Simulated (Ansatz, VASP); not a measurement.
**Cross-check of TiC between VASP and Ansatz**

Wanted: the spread between two codes on one cell, functional and k mesh. The cell is taken from a series of runs on this material, whose earlier steps may have relaxed, scaled, displaced or heated it; both programs get it as it stands.

Program: Ansatz 0.2.0. Level of theory: plane waves, with VASP 6.6.1 beside it; zone-centre phonons at LDA. Results are calculated unless marked as measured.

## (1) Starting point

The structure is trigonal, space group R-3m (No. 166). The conventional cell has a = 3.073 Å, b = 3.073 Å, c = 7.285 Å, α = 90.00°, β = 90.00°, γ = 120.00°. Nearest to C lie 6 Ti at 2.15 Å. Nearest to Ti lie 6 C at 2.15 Å. Farther neighbours are not listed.

## (2) Ansatz: zone-centre phonons, LDA

Ansatz runs on its PAW soft_1 files.

Second derivatives magnify differences that forces hide, and they need a tight electronic threshold.

File input.yaml:

```yaml
crystal:
  lattice:
    - [-0.0466821767, 2.1263394705, 2.1263394705]
    - [2.1263394705, -0.0466821767, 2.1263394705]
    - [2.1263394705, 2.1263394705, -0.0466821767]
  atoms:
    - { symbol: C, position: [0.5, 0.5, 0.5] }
    - { symbol: Ti, position: [0.0, 0.0, 0.0] }
kpoints:
  mp_grid: { grid: [16, 16, 16] }
hamiltonian:
  xc: lda
  pseudopotentials: { kind: paw, azcp: { folder: soft_1 }, xc_functional: pbe }
scf:
  occupations: { method: methfessel_paxton, width: 0.2 }
output:
  eigenvalues: true
phonons:
  method: dfpt
```

On the command line:

```console
> ansatz run input.yaml --threads 4 --pin off --max-ram 10240MiB --backend cpu --events-out ev --progress --plain --runs-dir out
```

Numbers of over 12 decimals in the logs are rounded to 6 here.

What it wrote:

```text
Engine: ansatz 0.2.0, aarch64-unknown-linux-gnu
Pseudopotentials: kind: paw
Pseudopotential: C, paw, valence charge 4, recommended cutoff 420 eV (normal), soft_1/C.paw.azcp
Pseudopotential: Ti, paw, valence charge 12, recommended cutoff 420 eV (normal), soft_1/Ti.paw.azcp
Functional definition: SPW92
  exchange = slater_x
  correlation = pw_c
Crystal: 2 atoms, lattice volume = 19.861 Å³
Basis set: ecut = 420 eV, 381 PW (Γ), exchange–correlation on 48×48×48 points (8 copies of the dense FFT grid, shifted against one another)
Bands: 12, of which v1, the nominal top of the filled ones, is band 8 counted from 1 (7 counted from 0)
Symmetry: 12 space group operations
k-points: 1098 of 4096 (irreducible under 2 space group operations, time reversal used)
Non-local potential: C, projectors of the file, l = 0: 2, l = 1: 2, l = 2: 1
Non-local potential: Ti, projectors of the file, l = 0: 3, l = 1: 2, l = 2: 3, l = 3: 1
PAW form: soft (Blöchl's): semilocal exchange-correlation on the pseudo side does not see the compensation charge
PAW frozen core: C, regenerated for the run's functional, and the local potential with it (the file was generated under x = pbe(κ = 0.804, μ = 0.219515), c = pbe(β = 0.066725))
PAW frozen core: Ti, regenerated for the run's functional, and the local potential with it (the file was generated under x = pbe(κ = 0.804, μ = 0.219515), c = pbe(β = 0.066725))
PAW one-centre angular grid: C, 110 points (default); XC on 64 Gauss nodes
PAW one-centre angular grid: Ti, 590 points (default); XC on 64 Gauss nodes
Initial density: superposition of atomic densities (chi_scale 0.1, normalization cell, long waves kept (reshape's long-wave potential 0.00 eV rms))
Initial wavefunctions: pseudopotential atomic-orbital guess
Functional: x = slater, c = lda
SCF iter   1: F=—  HF=-2696.179464 eV  |F-HF|=—  |Δ(HF+E_count)|=         —  Δρ=1.41e-1  dr2=5.09e0  ethr=3.10e-3  ⟨swp⟩=4.2  Hψ=63566  notcnv=0
preconditioner: auto → none  [metal: Δε(μ)=0.022 eV  Ē_g=9.070 eV  σ=0.200 eV  W_gap=0.09  n_scr=8 (ndim 8)  ℏωp=23.6 eV  f_vac=0.000  D(μ)=0.17/eV (n_scr^D=0)  sad-step TF]
SCF iter   2: F=—  HF=-2695.661121 eV  |F-HF|=—  |Δ(HF+E_count)|=   5.18e-1  S|Δr|=    0.00e0  Δρ=9.79e-2  dr2=2.51e0  ethr=3.10e-3  ⟨swp⟩=2.0  Hψ=26213  notcnv=0
SCF iter   3: F=—  HF=-2695.165726 eV  |F-HF|=—  |Δ(HF+E_count)|=   4.95e-1  S|Δr|=    0.00e0  Δρ=1.14e-2  dr2=1.82e-2  ethr=3.10e-3  ⟨swp⟩=2.7  Hψ=27019  notcnv=0
SCF iter   4: F=—  HF=-2695.159699 eV  |F-HF|=—  |Δ(HF+E_count)|=   6.03e-3  S|Δr|=    0.00e0  Δρ=1.46e-3  dr2=1.69e-4  ethr=1.13e-4  ⟨swp⟩=2.6  Hψ=32062  notcnv=0
SCF iter   5: F=—  HF=-2695.159856 eV  |F-HF|=—  |Δ(HF+E_count)|=   1.57e-4  S|Δr|=    0.00e0  Δρ=3.53e-4  dr2=1.82e-5  ethr=1.06e-6  ⟨swp⟩=2.0  Hψ=17567  notcnv=0
SCF iter   6: F=—  HF=-2695.159853 eV  |F-HF|=—  |Δ(HF+E_count)|=   2.76e-6  S|Δr|=    0.00e0  Δρ=3.32e-5  dr2=1.93e-7  ethr=1.14e-7  ⟨swp⟩=2.0  Hψ=20829  notcnv=0
SCF iter   7: F=—  HF=-2695.159855 eV  |F-HF|=—  |Δ(HF+E_count)|=   1.06e-6  S|Δr|=    0.00e0  Δρ=1.68e-6  dr2=3.81e-10  ethr=1.21e-9  ⟨swp⟩=3.0  Hψ=21791  notcnv=0
SCF iter   8: F=—  HF=-2695.159855 eV  |F-HF|=—  |Δ(HF+E_count)|=  1.81e-10  S|Δr|=    0.00e0  Δρ=5.46e-7  dr2=6.30e-11  ethr=1.00e-12  ⟨swp⟩=5.9  Hψ=51274  notcnv=0
SCF iter   9: F=-2695.159855 eV  HF=-2695.159855 eV  |F-HF|=9.09e-13  |Δ(HF+E_count)|=  1.86e-11  S|Δr|=    0.00e0  Δρ=2.88e-8  dr2=1.46e-13  ethr=1.00e-12  ⟨swp⟩=3.7  Hψ=52417  notcnv=0
the search or the solves at the SCF's close seem to have found levels that the self-consistency loop had missed (the run counts 1). By its estimate they hold under 1e-12 electrons; where the run keeps them, the occupations were computed again with them
SCF 1 converged in 9 iterations: F = -2695.159855 eV  dr2 = 1.46e-13
  greatest PAW one-centre occupation: 0.998 electrons in one spin orbital (limit 2), on the Ti atom at site 1 (counted from 0), in its partial waves of l = 0
DFPT response loops at Γ: preconditioner auto → Kerker (q_TF=auto, 2.632 Å⁻¹) (partly filled bands, converged f_vac=0.000); β = 1.00, the filter's whole step (`scf.mixing.beta` (0.50) is not read by the response loops under this deck's `scf.mixing.preconditioner`; to damp them name `kerker` or `kerker_dos`, under which they read `scf.mixing.beta`, and type it under 1.00, their step now; both keys bind the ground state too); Broyden in place of MSR1
SCF converged after 9 iterations
Stability not checked: this state was not tested for a lower state beside it, because cold or Methfessel-Paxton smearing, or corrected tetrahedra, fill the levels in a way that the test cannot read (fill_not_monotonic; see scf.lower_state_search)
Free energy (F): -2695.159855 eV
Harris-Foulkes:  -2695.159855 eV  (|F-HF|=9.09e-13)
Internal energy: -2695.160221 eV  (E = F + TS)
E sigma→0 (E₀):  -2695.159946 eV
Entropy (-TS):   0.000367 eV (0.183 meV/atom)
Fermi energy:    14.702233 eV
--- Per-component energies (eV) ---
  E_band       = -107.412522
  E_kinetic    = 367.042550
  E_local      = -820.640830  (includes V_loc(G=0)·N_el)
  E_nonlocal   = 88.346161
  E_hartree    = 322.168675
  E_xc         = -163.529294
  E_vxc        = -205.036790  (∫ρ·V_xc dr)
  E_paw        = -1085.104652  (= ΣΔE_a)
  E_vpaw       = -181.460898  (= ΣTr[D̂ρ^β])
  E_aug_tail   = -0.000067  (compensation charges beyond the density's cutoff)
  E_ewald      = -1403.831547
  E_core_change = 0.388783  (= ΣΔE_core)
  E_smearing   = 0.000367  (= −TS)
  E_closure    = 0.000000  (closes the sum)
  Σ components = -2695.159855   (vs F -2695.159855, Δ=0.00e0)
--- Band table (eV; the first three rows and the last of 1098) ---
  k-point 0: bands = [... 4 lower, 2.3757, 15.2327, 15.2327, 15.5607, 16.3395, 16.3395, 16.4858, 16.4858]
  k-point 1: bands = [... 4 lower, 2.4664, 14.8244, 15.0349, 15.3348, 15.7183, 15.8411, 16.6123, 17.4374]
  k-point 2: bands = [... 4 lower, 2.7326, 13.9626, 14.3046, 14.5627, 15.7433, 15.9209, 16.9708, 18.5284]
  k-point 1097: bands = [... 4 lower, 6.2018, 8.7756, 11.5363, 11.5363, 17.7634, 17.7634, 19.0378, 22.8307]
--- Phonons (Γ-DFPT): 2 representative perturbations + reference, on 1098 of 4096 k-points (Σ response iterations 6) ---
  k mesh reduced under 2 symmetry operations, with k and −k counted as one. Each operation leaves every solved perturbation unchanged. A smaller set is not used because it would not reduce the number of displacements times k-points to solve
  ASR residual: 1.520e-5 → 0.000e0 eV/Å²; symmetrization residual: 3.929e-8 eV/Å²
  ASR residual per site (eV/Å²): 1.52e-5 2.68e-6
  Γ frequencies (cm⁻¹): 0.00 0.00 0.00 501.76 541.71 541.71
  non-analytic LO–TO correction: not included (Born effective charges unavailable; polar crystals: no LO–TO splitting at Γ)
```

## (3) VASP: zone-centre phonons, LDA

The same cell, functional (in two slightly different forms), mesh and smearing now go to VASP, with its own data sets.

Lines of VASP's logs that name or quote its potential files are left out, and so is its time.

File INCAR:

```
SYSTEM = TiC
PREC = Accurate
ENCUT = 600
EDIFF = 1E-08
NELM = 120
ISMEAR = 1
SIGMA = 0.2
LREAL = .FALSE.
ALGO = Normal
GGA = CA
NBANDS = 14
LASPH = .TRUE.
LORBIT = 11
LWAVE = .FALSE.
LCHARG = .FALSE.
ISIF = 2
IBRION = 8
GGA_COMPAT = .FALSE.
KPAR = 2
```

File POSCAR:

```
TiC
1.0
   -0.0466821767      2.1263394705      2.1263394705
    2.1263394705     -0.0466821767      2.1263394705
    2.1263394705      2.1263394705     -0.0466821767
C Ti
1 1
Direct
    0.5000000000      0.5000000000      0.5000000000
    0.0000000000      0.0000000000      0.0000000000
```

File KPOINTS:

```
Automatic mesh
0
Gamma
16 16 16
0 0 0
```

PAW data sets: C and Ti_sv (LDA family, release 64).

On the command line:

```console
> mpirun -np 2 vasp_std
```

What it wrote:

```text
[banner, memory and clock lines left out]
running    2 mpi-ranks, on    1 nodes
 distrk:  each k-point on    1 cores,    2 groups
 distr:  one band on    1 cores,    1 groups

 POSCAR found type information on POSCAR C Ti
 POSCAR found :  2 types and       2 ions
 LDA part: xc-table for (Slater(with rela. corr.)+CA(PZ))
 , standard interpolation
 POSCAR, INCAR and KPOINTS ok, starting setup
 FFT: planning ... GRIDC
 FFT: planning ... GRID_SOFT
 FFT: planning ... GRID
 WAVECAR not read
 entering main loop
       N       E                     dE             d eps       ncg     rms          rms(c)
DAV:   1     0.125914181766E+03    0.12591E+03   -0.89458E+03 11714   0.152E+03
DAV:   2    -0.173270602467E+02   -0.14324E+03   -0.13494E+03 12374   0.371E+02
DAV:   3    -0.256658115044E+02   -0.83388E+01   -0.81495E+01 15608   0.864E+01
DAV:   4    -0.260094375132E+02   -0.34363E+00   -0.34336E+00 14612   0.158E+01
DAV:   5    -0.260171287993E+02   -0.76913E-02   -0.76907E-02 15644   0.210E+00    0.184E+01
DAV:   6    -0.212316270134E+02    0.47855E+01   -0.13413E+01 16872   0.605E+01    0.709E+00
DAV:   7    -0.205702399065E+02    0.66139E+00   -0.24021E+00 14144   0.234E+01    0.515E+00
DAV:   8    -0.205400364348E+02    0.30203E-01   -0.11883E-01 12872   0.377E+00    0.359E+00
DAV:   9    -0.205181722960E+02    0.21864E-01   -0.12113E-01 14464   0.443E+00    0.663E-01
DAV:  10    -0.205178542332E+02    0.31806E-03   -0.11611E-02 15642   0.134E+00    0.653E-01
DAV:  11    -0.205155297247E+02    0.23245E-02   -0.48718E-03 12750   0.105E+00    0.209E-01
DAV:  12    -0.205154285406E+02    0.10118E-03   -0.32518E-04 14522   0.205E-01    0.506E-02
DAV:  13    -0.205154186026E+02    0.99380E-05   -0.51459E-05 13332   0.616E-02    0.120E-02
DAV:  14    -0.205154174262E+02    0.11764E-05   -0.31317E-06 14340   0.292E-02    0.505E-03
DAV:  15    -0.205154173940E+02    0.32248E-07   -0.34405E-07 13734   0.781E-03    0.168E-03
DAV:  16    -0.205154173760E+02    0.17941E-07   -0.88763E-08 14754   0.291E-03    0.695E-04
DAV:  17    -0.205154173749E+02    0.11385E-08   -0.43811E-09  7332   0.692E-04
   1 F= -.20515417E+02 E0= -.20515537E+02  d E =0.359108E-03
 Linear response reoptimize wavefunctions to high precision
DAV:   1    -0.205154173749E+02    0.37971E-10   -0.75360E-10  8944   0.269E-04
 Linear response DOF=           2
 Linear response progress:
  Degree of freedom:   1/  2
       N       E                     dE             d eps       ncg     rms          rms(c)
RMM:   1    -0.125135429254E+00   -0.12514E+00   -0.51018E-02 67216   0.226E+00
RMM:   2    -0.115771533441E+00    0.93639E-02   -0.54242E-03 60671   0.553E-01    0.142E-01
RMM:   3    -0.116397231260E+00   -0.62570E-03   -0.18273E-03 63061   0.237E-01    0.651E-02
RMM:   4    -0.117369106135E+00   -0.97187E-03   -0.69816E-04 64614   0.144E-01    0.145E-02
RMM:   5    -0.117490881984E+00   -0.12178E-03   -0.14517E-04 73710   0.573E-02    0.279E-03
RMM:   6    -0.117474909786E+00    0.15972E-04   -0.20105E-05 72977   0.236E-02    0.131E-03
RMM:   7    -0.117471891450E+00    0.30183E-05   -0.42484E-06 75151   0.110E-02    0.685E-04
RMM:   8    -0.117475996927E+00   -0.41055E-05   -0.96483E-07 73875   0.542E-03    0.332E-04
RMM:   9    -0.117473901433E+00    0.20955E-05   -0.24965E-07 75600   0.295E-03    0.132E-04
RMM:  10    -0.117473750216E+00    0.15122E-06   -0.87857E-07 73009   0.158E-03    0.590E-05
RMM:  11    -0.117473806792E+00   -0.56576E-07   -0.15513E-07 75770   0.864E-04    0.410E-05
RMM:  12    -0.117473804123E+00    0.26691E-08   -0.25795E-09 77401   0.460E-04    0.309E-05
 first order change of Fermi-energy  -0.10594E-03
 force on displaced ion       1 direction 1 :  -9.956   0.494   0.494
 Linear response progress:
  Degree of freedom:   2/  2
       N       E                     dE             d eps       ncg     rms          rms(c)
RMM:   1    -0.679806871134E+00   -0.67981E+00    0.81756E+00 30850   0.131E+02
RMM:   2    -0.656099678132E+00    0.23707E-01   -0.23861E-01 52490   0.499E+00    0.222E-01
RMM:   3    -0.654994981604E+00    0.11047E-02   -0.18454E-02 63031   0.118E+00    0.109E-01
RMM:   4    -0.654214715508E+00    0.78027E-03   -0.74257E-03 69432   0.510E-01    0.216E-02
RMM:   5    -0.654732147977E+00   -0.51743E-03   -0.11918E-03 73468   0.206E-01    0.101E-02
RMM:   6    -0.655049566100E+00   -0.31742E-03   -0.30788E-04 74131   0.887E-02    0.724E-03
RMM:   7    -0.655469525598E+00   -0.41996E-03   -0.76561E-05 66176   0.471E-02    0.421E-03
RMM:   8    -0.655430698550E+00    0.38827E-04   -0.34285E-05 74032   0.238E-02    0.111E-03
RMM:   9    -0.655381835968E+00    0.48863E-04   -0.15208E-05 72929   0.139E-02    0.842E-04
RMM:  10    -0.655411449129E+00   -0.29613E-04   -0.11739E-05 71997   0.829E-03    0.135E-04
RMM:  11    -0.655419270405E+00   -0.78213E-05   -0.77919E-06 76983   0.550E-03    0.302E-05
RMM:  12    -0.655418253460E+00    0.10169E-05   -0.63700E-06 77206   0.380E-03    0.908E-05
RMM:  13    -0.655421023216E+00   -0.27698E-05   -0.49280E-06 71773   0.289E-03    0.518E-05
RMM:  14    -0.655422896061E+00   -0.18728E-05   -0.36884E-06 74438   0.225E-03    0.213E-05
[...]
RMM:  27    -0.655424801521E+00   -0.12560E-06   -0.27491E-07 68020   0.351E-04    0.253E-06
RMM:  28    -0.655424824747E+00   -0.23227E-07   -0.21396E-07 76488   0.306E-04    0.207E-06
RMM:  29    -0.655424805829E+00    0.18919E-07   -0.18870E-07 62601   0.271E-04    0.314E-06
RMM:  30    -0.655424805912E+00   -0.83094E-10   -0.16115E-07 53182   0.241E-04    0.464E-06
RMM:  31    -0.655424830648E+00   -0.24736E-07   -0.14808E-07 59383   0.216E-04    0.550E-06
RMM:  32    -0.655424830707E+00   -0.59120E-10   -0.11375E-07 53696   0.193E-04    0.739E-06
RMM:  33    -0.655424837394E+00   -0.66867E-08   -0.11526E-07 45548   0.172E-04    0.825E-06
RMM:  34    -0.655424842352E+00   -0.49583E-08   -0.84000E-08 51169   0.154E-04    0.903E-06
 first order change of Fermi-energy   0.15305E-03
 force on displaced ion       2 direction 1 :  -9.964   0.493   0.493
 Linear response finished
```

Parts of OUTCAR (step 3):

```text
ion  position               nearest neighbor table
   1  0.500  0.500  0.500-   2 2.15   2 2.15   2 2.15   2 2.15   2 2.15   2 2.15
   2  0.000  0.000  0.000-   1 2.15   1 2.15   1 2.15   1 2.15   1 2.15   1 2.15

  LATTYP: Found a trigonal (rhomboedric) cell.
 ALAT       =     3.0074604425
 COS(alpha) =     0.4779305769

 Subroutine GETGRP returns: Found 12 space group operations
 (whereof 12 operations were pure point group operations)

The static configuration has the point symmetry D_3d.

 Found    417 irreducible k-points:

   k-points           NKPTS =    417   k-points in BZ     NKDIM =    417   number of bands    NBANDS=     14

   dimension x,y,z NGX =    24 NGY =   24 NGZ =   24
   dimension x,y,z NGXF=    48 NGYF=   48 NGZF=   48

   ENCUT  =  600.0 eV  44.10 Ry    6.64 a.u.   6.01  6.01  6.01*2*pi/ulx,y,z

   NELECT =      16.0000    total number of electrons

 k-points in reciprocal lattice and weights: Automatic mesh
   0.00000000  0.00000000  0.00000000       0.000
   0.06250000  0.00000000  0.00000000       0.001
   0.12500000  0.00000000  0.00000000       0.001
   0.18750000  0.00000000  0.00000000       0.001
   0.25000000  0.00000000  0.00000000       0.001
   0.31250000  0.00000000  0.00000000       0.001
   0.37500000  0.00000000  0.00000000       0.001
   0.43750000  0.00000000 -0.00000000       0.001
   0.50000000  0.00000000  0.00000000       0.001
[...]
-0.43750000  0.50000000  0.43750000       0.001
   0.50000000  0.50000000  0.50000000       0.000

 average (electrostatic) potential at core
       1 -48.4966       2 -70.8735

  Total       -0.8115140     -0.8115140     -0.8115140      0.4394304      0.4394304      0.4394304
  in kB      -65.4650551    -65.4650551    -65.4650551     35.4489726     35.4489726     35.4489726
  external PRESSURE =     -65.4650551 kB  Pullay stress =       0.0000000 kB

  energy-cutoff  :      600.00
  volume of cell :       19.86
      direct lattice vectors                 reciprocal lattice vectors
    -0.046682177  2.126339471  2.126339471    -0.227540541  0.232648156  0.232648156
     2.126339471 -0.046682177  2.126339471     0.232648156 -0.227540541  0.232648156
     2.126339471  2.126339471 -0.046682177     0.232648156  0.232648156 -0.227540541

 POSITION                                       TOTAL-FORCE (eV/Angst)
 -----------------------------------------------------------------------------------
      2.10300      2.10300      2.10300        -0.000000      0.000000     -0.000000
      0.00000      0.00000      0.00000         0.000000     -0.000000      0.000000
 -----------------------------------------------------------------------------------
    total drift:                                0.000000     -0.000000     -0.000000

 Eigenvectors and eigenvalues of the dynamical matrix
 ----------------------------------------------------

   1 f  =   16.310043 THz   102.479023 2PiTHz  544.044477 cm-1    67.452888 meV
             X         Y         Z           dx          dy          dz
      2.102998  2.102998  2.102998     0.300001    0.426347   -0.726348
      0.000000  0.000000  0.000000    -0.150303   -0.213604    0.363907

   2 f  =   16.310043 THz   102.479023 2PiTHz  544.044477 cm-1    67.452888 meV
             X         Y         Z           dx          dy          dz
      2.102998  2.102998  2.102998    -0.665509    0.592563    0.072946
      0.000000  0.000000  0.000000     0.333426   -0.296879   -0.036546

   3 f  =   15.109923 THz    94.938448 2PiTHz  504.012791 cm-1    62.489594 meV
             X         Y         Z           dx          dy          dz
      2.102998  2.102998  2.102998     0.516163    0.516163    0.516163
      0.000000  0.000000  0.000000    -0.258668   -0.258668   -0.258668

   4 f/i=    0.001998 THz     0.012551 2PiTHz    0.066631 cm-1     0.008261 meV
             X         Y         Z           dx          dy          dz
      2.102998  2.102998  2.102998    -0.060164    0.342505   -0.282341
      0.000000  0.000000  0.000000    -0.120086    0.683631   -0.563545

   5 f/i=    0.001998 THz     0.012551 2PiTHz    0.066631 cm-1     0.008261 meV
             X         Y         Z           dx          dy          dz
      2.102998  2.102998  2.102998    -0.360755    0.128274    0.232481
      0.000000  0.000000  0.000000    -0.720057    0.256031    0.464026

   6 f/i=    0.003386 THz     0.021272 2PiTHz    0.112931 cm-1     0.014002 meV
             X         Y         Z           dx          dy          dz
      2.102998  2.102998  2.102998     0.258668    0.258668    0.258668
      0.000000  0.000000  0.000000     0.516163    0.516163    0.516163

 ELASTIC MODULI CONTR FROM IONIC RELAXATION (kBar)
 Direction    XX          YY          ZZ          XY          YZ          ZX
 --------------------------------------------------------------------------------
 XX           0.0000      0.0000      0.0000      0.0000      0.0000      0.0000
 YY           0.0000      0.0000      0.0000      0.0000      0.0000      0.0000
 ZZ           0.0000      0.0000      0.0000      0.0000      0.0000      0.0000
 XY           0.0000      0.0000      0.0000      0.0000      0.0000      0.0000
 YZ           0.0000      0.0000      0.0000      0.0000      0.0000      0.0000
 ZX           0.0000      0.0000      0.0000      0.0000      0.0000      0.0000
 --------------------------------------------------------------------------------
```

## (4) Side by side

Known differences besides the potentials themselves: the two LDA forms differ slightly; the cutoff is 420 eV in Ansatz and 600 eV in VASP; VASP's log shows a relativistic correction to its local exchange, Ansatz's none. Total energies have different zeros and are not compared.

Compared:

| quantity | Ansatz | VASP | difference |
| --- | --- | --- | --- |
| optical mode 1 (cm⁻¹) | 501.8 | 504.0 | -0.45 % |
| optical mode 2 to 3 (cm⁻¹) | 541.7 | 544.0 | -0.43 % |

Modes are paired by rising frequency, not by their patterns, so a pair may set unlike modes beside each other; they are those without the splitting of longitudinal modes.

## (5) Summary of results

| Item | Value |
| --- | --- |
| r.m.s. difference of the optical zone-centre modes, each program's sorted by frequency (zone-centre phonons, LDA) | 2.3 cm⁻¹ |

The r.m.s. difference of the optical zone-centre modes, each program's sorted by frequency is 2.3 cm⁻¹ (zone-centre phonons, LDA). Such differences can come from data sets, numerical settings and the points named under the comparisons, not from the functional's error against experiment.

[Lines on the potential files, build, host, timing and source positions are cut from VASP's logs without a mark.]

[Logs are printed without paths, hosts, clocks, repeated set-up lines and the standing remarks that a program may print on its own settings, such as how far it seeks lower states.]

[Hosts, paths, dates, database ids (printed as entryN), source tags and the programs' standing remarks are cut or masked in the printed files.]
